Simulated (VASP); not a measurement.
## CsCrN: relaxation of cell and atoms with PBE

The system is CsCrN.

```
CELL_PARAMETERS angstrom
3.95227 0.00000 0.00000
0.00000 3.95227 0.00000
0.00000 0.00000 3.03354
ATOMIC_POSITIONS crystal
Cs 0.50000 0.50000 0.00000
Cr 0.50000 0.50000 0.50000
N 0.00000 0.00000 0.00000
```

The cell was built by a generator and needn't be a form met in nature.

| Item | Value |
| --- | --- |
| Program | VASP 6.6.1 |
| Task | relaxation of cell and atoms |
| Functional | PBE |
| Potentials or basis | VASP PAW PBE potentials, release 64 (Cs_sv, Cr_pv, N) |
| Cutoff | 600 eV |
| k mesh | 7 × 7 × 9 |
| Occupations | gaussian, width 0.05 eV |
| Spin | collinear spin, ferromagnetic start |
| Starting moments | [0.0, 3.0, 0.0] μB |
| Further INCAR settings | ALGO = Normal; EDIFF = 1e-07; IBRION = 2; EDIFFG = -0.01; NSW = 40; ISIF = 3 |

```yaml
Relaxed_volume: 26.63 Å³/atom
Relaxed_cell: a = 3.909 Å, b = 3.909 Å, c = 5.227 Å, α = 90.00°, β = 90.00°, γ = 90.00°
Space_group_after_relaxing_to_0.05_Å: P4/mmm (No. 123)
Energy_gained_by_relaxing: 16048.5 meV/atom
Ionic_steps: 12
Pressure_after_relaxing: 0.0 GPa
Band_gap_on_the_k_mesh: none (metal or under the smearing width)
Net_moment: 6.73 μB per cell
Site_moments: Cs +0.19; Cr +4.27; N +1.07 μB
Valence_electrons_inside_the_program's_atomic_spheres: Cs 6.67; Cr 10.61; N 3.37
```

The path:
```tsv
step	energy change (eV)	largest force (eV/Å)	pressure (GPa)	volume (Å³)
1	0.0000	0.0000	319.18	47.39
2	187.8774	0.0000	-76.25	241.07
3	-6.9706	0.0000	-79.45	135.37
4	-43.1183	0.0000	-25.99	101.05
5	-46.8845	0.0000	-11.98	91.15
6	-47.9597	0.0000	-4.70	84.41
7	-48.1413	0.0000	-0.88	80.91
8	-48.1451	0.0000	-0.07	80.25
9	-48.1455	0.0000	0.05	79.96
10	-48.1455	0.0000	0.12	79.79
11	-48.1455	0.0000	-0.13	79.99
12	-48.1456	0.0000	0.00	79.88
```

Final structure:
```cif
data_structure
_symmetry_space_group_name_H-M 'P 1'
_symmetry_Int_Tables_number 1
_cell_length_a 3.9095
_cell_length_b 3.9095
_cell_length_c 5.2266
_cell_angle_alpha 90.000
_cell_angle_beta 90.000
_cell_angle_gamma 90.000
_cell_volume 79.88
loop_
_atom_site_label
_atom_site_type_symbol
_atom_site_fract_x
_atom_site_fract_y
_atom_site_fract_z
_atom_site_occupancy
Cs1 Cs 0.50000 0.50000 0.00000 1
Cr1 Cr 0.50000 0.50000 0.50000 1
N1 N 0.00000 0.00000 0.00000 1
```

Levels at points of the mesh, in eV from the Fermi level:
Spin up:
```tsv
k point	band 13	band 14	band 15	band 16	band 17	band 18	band 19
(0.00, 0.00, 0.00)	-1.47	-1.03	-1.03	-0.98	-0.80	3.43	7.26
```
Spin down:
| k point | band 7 | band 8 | band 9 | band 10 | band 11 | band 12 |
| --- | --- | --- | --- | --- | --- | --- |
| (0.00, 0.00, 0.00) | -8.11 | -8.11 | -1.00 | 0.42 | 1.21 | 1.21 |

It took 12 min on 1 thread of Intel(R) Xeon(R) 6975P-C (Granite Rapids) (shared host), peak memory 0.27 GiB.

Caveat: the volume moved by over 15 % at a fixed basis, so the end points are rough; a cell with one magnetic atom can't hold antiferromagnetic order, which such compounds often take. Spin-orbit coupling is left out, which matters for the levels of Cs.
